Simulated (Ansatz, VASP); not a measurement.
# Ti3Si13O32 (amorphous 81SiO2-19TiO2 (mol %)) in two plane-wave programs, part 2 of 2

Wanted: the spread between two codes on one cell, functional and k mesh. Of the first pair: The structure shown is the start of the Ansatz relaxation below; VASP solves that cell, so the two are compared at the walk's first step.

VASP 6.6.1 and Ansatz 0.2.0.

So far. Step 3 (VASP: single point, PBE, start cell, pair 1): The run ends at a pressure of -1.26 GPa, with forces up to 0.40 eV/Å.

### 6. VASP: single point, PBE, relaxed atoms in a fixed cell, pair 2

Level of this step: PBE, no spin polarisation; plane waves and PAW (Si, Ti_sv, O) (VASP).

The same cell, functional, mesh and smearing now go to VASP, with its own data sets.

Contents of INCAR:

```
SYSTEM = Ti3Si13O32
PREC = Accurate
ENCUT = 600
EDIFF = 1E-06
NELM = 120
ISMEAR = -1
SIGMA = 0.025
LREAL = Auto
ALGO = Normal
GGA = PE
NBANDS = 352
LASPH = .TRUE.
LORBIT = 11
LWAVE = .FALSE.
LCHARG = .FALSE.
ISIF = 2
GGA_COMPAT = .FALSE.
EFERMI = MIDGAP
NCORE = 2
```

Contents of POSCAR:

```
Ti3Si13O32
1.0
   11.5169700000     -0.1335800000      0.1149300000
   -0.1349200000     11.6460500000      0.4421600000
    0.1160800000      0.4421600000     11.2441700000
Si Ti O
26 6 64
Direct
    0.2802400000      0.6144400000      0.7753200000
    0.9416100000      0.4502200000      0.6847500000
    0.6769600000      0.8563600000      0.2512700000
    0.7468400000      0.2441000000      0.7028700000
    0.0633000000      0.5111900000      0.9189400000
    0.4346600000      0.7668600000      0.6102900000
    0.7547500000      0.4026200000      0.1795300000
    0.1516200000      0.2955800000      0.0765300000
    0.5466000000      0.5225300000      0.5785900000
    0.9938400000      0.3762900000      0.2829100000
    0.3550100000      0.0491400000      0.7805800000
    0.2494500000      0.9046400000      0.2481700000
    0.7901400000      0.6233900000      0.5489400000
    0.9326600000      0.5878900000      0.1559700000
    0.6788500000      0.2559300000      0.9740900000
    0.6683100000      0.7787500000      0.7087200000
    0.1294400000      0.7599000000      0.4535200000
    0.8866900000      0.7485400000      0.3326000000
    0.1843000000      0.4995100000      0.5668300000
    0.5128100000      0.1558100000      0.5769300000
    0.3280700000      0.3073500000      0.4413600000
    0.0872400000      0.1937300000      0.4227500000
    0.5111400000      0.4388700000      0.3173100000
    0.4610200000      0.9565300000      0.4014900000
    0.8049900000      0.0216100000      0.0667200000
    0.0420500000      0.0784700000      0.1833500000
    0.5383300000      0.5491200000      0.8509200000
    0.8545400000      0.9812400000      0.7909100000
    0.4009400000      0.1825100000      0.0105400000
    0.1121200000      0.9821400000      0.6292900000
[... 60 atom lines left out ...]
    0.1371500000      0.9783600000      0.2050100000
    0.7471200000      0.7461200000      0.5938700000
    0.4441200000      0.0383500000      0.0647200000
    0.6955800000      0.2827500000      0.8304700000
    0.3878800000      0.5901300000      0.8658200000
    0.0210500000      0.3183400000      0.4161600000
```

Contents of KPOINTS:

```
Automatic mesh
0
Gamma
1 1 1
0 0 0
```

Potentials, in the order of the species: Si, Ti_sv and O (PBE family, release 64).

On the command line:

```bash
mpirun -np 8 vasp_gam
```

Numbers of over 12 decimals in the logs are rounded to 6 here.

Log:

```text
[... set-up lines as in an earlier step ...]
 entering main loop
       N       E                     dE             d eps       ncg     rms          rms(c)
DAV:   1     0.699972829428E+04    0.69997E+04   -0.34620E+05   712   0.179E+03
DAV:   2     0.406905721243E+02   -0.69590E+04   -0.66020E+04   840   0.450E+02
DAV:   3    -0.849790723519E+03   -0.89048E+03   -0.88239E+03   816   0.178E+02
DAV:   4    -0.900867212577E+03   -0.51076E+02   -0.50905E+02  1048   0.426E+01
[...]
DAV:  19    -0.770470873539E+03    0.20342E-05   -0.24734E-05   856   0.136E-02    0.677E-03
DAV:  20    -0.770470872294E+03    0.12447E-05   -0.30724E-06   616   0.571E-03    0.497E-03
DAV:  21    -0.770470871679E+03    0.61545E-06   -0.13148E-06   536   0.440E-03
   1 F= -.77047087E+03 E0= -.77047087E+03  d E =0.000000E+00
```

Parts of OUTCAR (step 6):

```text
  Total       -8.8982841     -1.6800383     -2.5509421     -0.6478104     -0.3933380      0.4676806
  in kB       -9.4695351     -1.7878932     -2.7147072     -0.6893984     -0.4185895      0.4977047
  external PRESSURE =      -4.6573785 kB  Pullay stress =       0.0000000 kB

 POSITION                                       TOTAL-FORCE (eV/Angst)
 -----------------------------------------------------------------------------------
      3.23461      7.46118      9.02172        -0.027481      0.023277      0.018114
     10.86324      5.42027      8.00673        -0.016932     -0.034685     -0.001443
[...]
3.09592      6.28717      7.90302        -0.000362      0.001236      0.002460
     10.58182      8.33877      2.63055        -0.002371      0.018185      0.002021
     10.32647      6.84564      7.41655        -0.001820      0.001560     -0.003766
      1.83230      7.42821      9.89058        -0.001753     -0.011969     -0.003711
      5.54880      7.72816      6.66922         0.005037     -0.006013      0.010581
     10.50093      0.35553      1.90366         0.000090      0.003661     -0.012687
      9.92191      3.88319      2.99889         0.002262      0.006347     -0.001382
     -0.06512      6.69843      0.57866        -0.003586     -0.011548      0.013741
      0.91719      2.01527      0.88202        -0.000718     -0.001257     -0.002247
      2.97670      5.07457      5.62305         0.001250     -0.006851      0.006922
      6.46122     10.60145      4.13857         0.007183     -0.004878     -0.000766
[...]
-----------------------------------------------------------------------------------
    total drift:                               -0.021686      0.017503      0.002538

  FREE ENERGIE OF THE ION-ELECTRON SYSTEM (eV)
  ---------------------------------------------------
  free  energy   TOTEN  =      -770.4708716790 eV

  energy  without entropy=     -770.4708716790  energy(sigma->0) =     -770.47087168

[... 1 part as in an earlier step ...]

[... 2 further parts left out ...]
[key lines of the parts left out:]
E-fermi :   1.5118
```

The run ends at a pressure of -0.47 GPa, with forces up to 0.083 eV/Å.

### 7. Differences

What differs besides the data sets and the points named for the pairs above, as far as they apply: the cutoff is 420 eV in Ansatz and 600 eV in VASP (PREC = Accurate, projectors in real space). Total energies have different zeros and are not compared.

Compared:

| quantity | Ansatz | VASP | difference |
| --- | --- | --- | --- |
| pressure (GPa) | -0.45 | -0.47 | +0.02 |
| gap on the k mesh (eV) | 3.673 | 3.648 | +0.025 |

The largest component of a force difference here is 66 meV/Å. A gap on the mesh is an upper bound, since the band edges may lie between its points.

### 8. Ansatz: relaxation, PBE

The two programs are compared at the cell with which this relaxation starts, whose forces are those of its first step. The cell compared in this pair holds 1580.06 Å³, against 1505.53 Å³ for the pair before.

The structure compared here is the start of the Ansatz relaxation; VASP solves that cell, so the two are compared at the walk's first step.

Contents of input.yaml:

```yaml
crystal:
  lattice:
    - [11.62658, -0.1362, 0.11718]
    - [-0.1362, 11.87446, 0.45083]
    - [0.11718, 0.45083, 11.4647]
  atoms:
    - { symbol: Si, position: [0.28106, 0.61464, 0.77556] }
    - { symbol: Si, position: [0.94249, 0.45043, 0.68493] }
    - { symbol: Si, position: [0.67512, 0.85553, 0.25024] }
    - { symbol: Si, position: [0.74872, 0.24371, 0.70223] }
    - { symbol: Si, position: [0.06271, 0.51078, 0.91948] }
    - { symbol: Si, position: [0.43428, 0.76742, 0.60996] }
    - { symbol: Si, position: [0.75507, 0.40195, 0.17843] }
    - { symbol: Si, position: [0.15126, 0.29562, 0.07812] }
    - { symbol: Si, position: [0.54587, 0.52281, 0.57757] }
    - { symbol: Si, position: [0.99488, 0.37739, 0.28452] }
    - { symbol: Si, position: [0.35603, 0.04935, 0.78039] }
    - { symbol: Si, position: [0.24753, 0.90532, 0.24755] }
    - { symbol: Si, position: [0.79133, 0.62417, 0.54864] }
    - { symbol: Si, position: [0.93273, 0.58841, 0.15648] }
    - { symbol: Si, position: [0.67873, 0.25662, 0.97225] }
    - { symbol: Si, position: [0.66972, 0.77857, 0.70928] }
    - { symbol: Si, position: [0.13052, 0.75983, 0.45301] }
    - { symbol: Si, position: [0.88613, 0.7492, 0.33208] }
    - { symbol: Si, position: [0.18627, 0.49991, 0.56699] }
    - { symbol: Si, position: [0.51414, 0.15541, 0.57689] }
    - { symbol: Si, position: [0.32805, 0.30628, 0.4424] }
    - { symbol: Si, position: [0.08486, 0.19367, 0.42533] }
    - { symbol: Si, position: [0.50991, 0.43793, 0.3161] }
    - { symbol: Si, position: [0.45937, 0.95728, 0.40142] }
    - { symbol: Si, position: [0.80229, 0.02118, 0.06615] }
    - { symbol: Si, position: [0.03857, 0.07955, 0.18528] }
    - { symbol: Ti, position: [0.54002, 0.54722, 0.85042] }
    - { symbol: Ti, position: [0.85619, 0.98082, 0.79276] }
    - { symbol: Ti, position: [0.40151, 0.18238, 0.00989] }
    - { symbol: Ti, position: [0.11215, 0.98173, 0.62863] }
[... 60 atom lines left out ...]
    - { symbol: O, position: [0.13257, 0.97751, 0.20633] }
    - { symbol: O, position: [0.74957, 0.74724, 0.59415] }
    - { symbol: O, position: [0.44788, 0.03897, 0.06358] }
    - { symbol: O, position: [0.69616, 0.28386, 0.82888] }
    - { symbol: O, position: [0.38915, 0.59048, 0.86668] }
    - { symbol: O, position: [0.02045, 0.31953, 0.41822] }
kpoints:
  mp_grid: { grid: [1, 1, 1] }
hamiltonian:
  xc: pbe
scf:
  occupations: { method: fermi_dirac, width: 0.025 }
output:
  forces: true
  eigenvalues: true
  stress: true
relax:
  f_tol: 0.05
  max_steps: 70
```

On the command line:

```bash
ansatz run input.yaml --threads 4 --pin off --max-ram 8192MiB --backend cpu --events-out ev --progress --plain --runs-dir out
```

Log:

```text
[...]
Crystal: 96 atoms, lattice volume = 1580.056 Å³
Basis set: ecut = 420 eV, 30907 PW (Γ), exchange–correlation on 160×160×160 points (8 copies of the dense FFT grid, shifted against one another)
Bands: 376, of which v1, the nominal top of the filled ones, is band 280 counted from 1 (279 counted from 0)
Symmetry: 1 space group operations
[...]
k-points: 1
[...]
- { symbol: O, position: [0.514374, 0.067248, 0.471499] }
    - { symbol: O, position: [0.360123, 0.978240, 0.313848] }
    - { symbol: O, position: [0.261811, 0.520567, 0.678273] }
    - { symbol: O, position: [0.924211, 0.707289, 0.198040] }
    - { symbol: O, position: [0.891499, 0.571499, 0.632412] }
    - { symbol: O, position: [0.160408, 0.602464, 0.856650] }
    - { symbol: O, position: [0.483591, 0.648944, 0.563750] }
[...]
- { symbol: O, position: [0.433069, 0.034909, 0.063506] }
    - { symbol: O, position: [0.697695, 0.280786, 0.837703] }
    - { symbol: O, position: [0.388796, 0.593316, 0.858101] }
    - { symbol: O, position: [0.020760, 0.313890, 0.408440] }
```

### 9. VASP: single point, PBE, start cell, pair 3

The same cell, functional, mesh and smearing now go to VASP, with its own data sets.

INCAR: that of step 6 with these lines changed.

```diff
@@ -2,3 +2,3 @@
 PREC = Accurate
-ENCUT = 600
+ENCUT = 520
 EDIFF = 1E-06
```

Contents of POSCAR:

```
Ti3Si13O32
1.0
   11.6265800000     -0.1362000000      0.1171800000
   -0.1362000000     11.8744600000      0.4508300000
    0.1171800000      0.4508300000     11.4647000000
Si Ti O
26 6 64
Direct
    0.2810571972      0.6146413487      0.7755603686
    0.9424859535      0.4504272635      0.6849279417
    0.6751168602      0.8555282999      0.2502369868
    0.7487158876      0.2437068486      0.7022333872
    0.0627117456      0.5107778862      0.9194813160
    0.4342761801      0.7674167097      0.6099624972
    0.7550661557      0.4019466803      0.1784269738
    0.1512576380      0.2956162397      0.0781183076
    0.5458722259      0.5228080333      0.5775674154
    0.9948807254      0.3773923941      0.2845238047
    0.3560268784      0.0493468988      0.7803896925
    0.2475274207      0.9053221593      0.2475466735
    0.7913265922      0.6241661381      0.5486388244
    0.9327338955      0.5884133878      0.1564827544
    0.6787312500      0.2566199181      0.9722517218
    0.6697177365      0.7785658726      0.7092834198
    0.1305202859      0.7598278352      0.4530125036
    0.8861271550      0.7492028081      0.3320802566
    0.1862669379      0.4999092438      0.5669925210
    0.5141380441      0.1554130115      0.5768915415
    0.3280479062      0.3062819809      0.4423995605
    0.0848605386      0.1936684203      0.4253268300
    0.5099095972      0.4379265478      0.3161023287
    0.4593735085      0.9572808302      0.4014234734
    0.8022938233      0.0211839670      0.0661540940
    0.0385688069      0.0795507192      0.1852832308
    0.5400194413      0.5472211400      0.8504205793
    0.8561926021      0.9808203625      0.7927628378
    0.4015093300      0.1823767243      0.0098938688
    0.1121523383      0.9817262776      0.6286310441
[... 60 atom lines left out ...]
    0.1325720809      0.9775129208      0.2063266421
    0.7495713039      0.7472364644      0.5941532373
    0.4478838191      0.0389691071      0.0635819979
    0.6961577906      0.2838641205      0.8288790608
    0.3891485462      0.5904839499      0.8666769906
    0.0204542587      0.3195295131      0.4182185037
```

KPOINTS is that of step 6.

On the command line:

```bash
mpirun -np 8 vasp_gam
```

Log:

```text
[... set-up lines as in an earlier step ...]
 entering main loop
       N       E                     dE             d eps       ncg     rms          rms(c)
DAV:   1     0.647294706701E+04    0.64729E+04   -0.31808E+05   712   0.159E+03
DAV:   2    -0.393169677861E+02   -0.65123E+04   -0.62109E+04   848   0.423E+02
DAV:   3    -0.850916516050E+03   -0.81160E+03   -0.80468E+03   832   0.167E+02
DAV:   4    -0.897643515026E+03   -0.46727E+02   -0.46586E+02  1064   0.400E+01
[...]
DAV:  19    -0.768238887861E+03    0.11096E-05   -0.36333E-05   808   0.148E-02    0.723E-03
DAV:  20    -0.768238886698E+03    0.11638E-05   -0.52525E-06   744   0.631E-03    0.543E-03
DAV:  21    -0.768238886062E+03    0.63538E-06   -0.10272E-06   520   0.417E-03
   1 F= -.76823889E+03 E0= -.76823889E+03  d E =0.000000E+00
```

From OUTCAR (step 9):

```text
  Total      -74.4938430    -73.5855543    -74.8649359      0.1002717      0.4178650     -0.2966322
  in kB      -75.5367852    -74.6157801    -75.9130736      0.1016755      0.4237152     -0.3007851
  external PRESSURE =     -75.3552130 kB  Pullay stress =       0.0000000 kB

 POSITION                                       TOTAL-FORCE (eV/Angst)
 -----------------------------------------------------------------------------------
[...]
3.16140      6.41620      8.05530        -0.458777      0.495687     -0.110457
     10.68350      8.51100      2.67780        -0.174295     -0.671023      0.486069
     10.45490      6.98510      7.55020        -0.424880     -0.473005     -0.157515
      1.84430      7.56650     10.07880         0.188879     -0.497893     -0.071658
      5.59330      7.88720      6.78490         0.064917     -0.007462      0.368199
     10.53790      0.39980      1.97160         0.227208      0.130331     -0.413356
     10.02540      3.96210      3.06130         0.092844      0.630624     -0.134160
     -0.06280      6.83460      0.59620        -0.045171     -0.267898      0.074810
      0.89650      2.06670      0.92270         0.180126      0.173492      0.674619
      3.01700      5.17770      5.72540        -0.065174     -0.145939      0.335158
      6.49720     10.80820      4.20650         0.035976      0.038988     -0.007599
      4.72630      4.08360      3.86190         0.148132      0.465384      0.720468
      4.06210      2.20410     10.03890         0.391028     -0.553889      0.183072
[...]
-----------------------------------------------------------------------------------
    total drift:                                0.033363     -0.005138      0.001081

  FREE ENERGIE OF THE ION-ELECTRON SYSTEM (eV)
  ---------------------------------------------------
  free  energy   TOTEN  =      -768.2388860621 eV

  energy  without entropy=     -768.2388860621  energy(sigma->0) =     -768.23888606

[... 1 part as in an earlier step ...]

[... 2 further parts left out ...]
[key lines of the parts left out:]
E-fermi :   1.1110
```

The run ends at a pressure of -7.54 GPa, with forces up to 0.88 eV/Å.

### 10. Comparison

Forces on 10 of the 96 atoms, those with the largest forces and the largest differences (eV/Å; atoms numbered as in POSCAR):

| atom | Ansatz x, y, z | VASP x, y, z |
| --- | --- | --- |
| Si14 | -0.065, -0.201, 0.158 | -0.054, -0.170, 0.109 |
| Ti27 | -0.099, 0.592, -0.090 | -0.098, 0.518, -0.074 |
| O37 | -0.172, -0.690, 0.483 | -0.174, -0.671, 0.486 |
| O47 | 0.148, 0.480, 0.729 | 0.148, 0.465, 0.720 |
| O52 | -0.378, 0.548, -0.219 | -0.341, 0.498, -0.203 |
| O64 | 0.190, 0.623, 0.481 | 0.187, 0.615, 0.472 |
| O71 | -0.126, -0.702, -0.465 | -0.129, -0.692, -0.460 |
| O81 | -0.371, -0.473, -0.561 | -0.365, -0.456, -0.550 |
| O86 | 0.228, 0.705, -0.312 | 0.217, 0.673, -0.311 |
| O96 | 0.204, -0.393, -0.783 | 0.202, -0.385, -0.768 |

The forces differ by 17 meV/Å r.m.s., which is 6.1 % of the r.m.s. force of 0.280 eV/Å (both taken over all components).

### 11. Results

```yaml
r_m_s_force_difference_single_point_pbe_start_cell_pair_1: 19 meV/Å
r_m_s_force_difference_single_point_pbe_relaxed_atoms_in_a_fixed_cell_pair_2: 18 meV/Å
r_m_s_force_difference_single_point_pbe_start_cell_pair_3: 6.1 % of the r.m.s. force
```

**Reading.** The r.m.s. force difference is 6.1 % of the r.m.s. force (single point, PBE, start cell, pair 3), beyond the 3 % picked in this series as the mark of a large difference. What causes the difference of the single point, PBE, start cell, pair 1 pair stays open here. What causes the difference of the single point, PBE, relaxed atoms in a fixed cell, pair 2 pair stays open here. What causes the difference of the single point, PBE, start cell, pair 3 pair stays open here. 2 further pairs of this series are not shown here. Such differences can come from data sets, numerical settings and the points named under the comparisons, not from the functional's error against experiment.

[Lines on the potential files, build, host, timing and source positions are cut from VASP's logs without a mark.]

[Logs are printed without paths, hosts, clocks, repeated set-up lines and the standing remarks that a program may print on its own settings, such as how far it seeks lower states.]

[Hosts, paths, dates, database ids (printed as entryN), source tags and the programs' standing remarks are cut or masked in the printed files.]
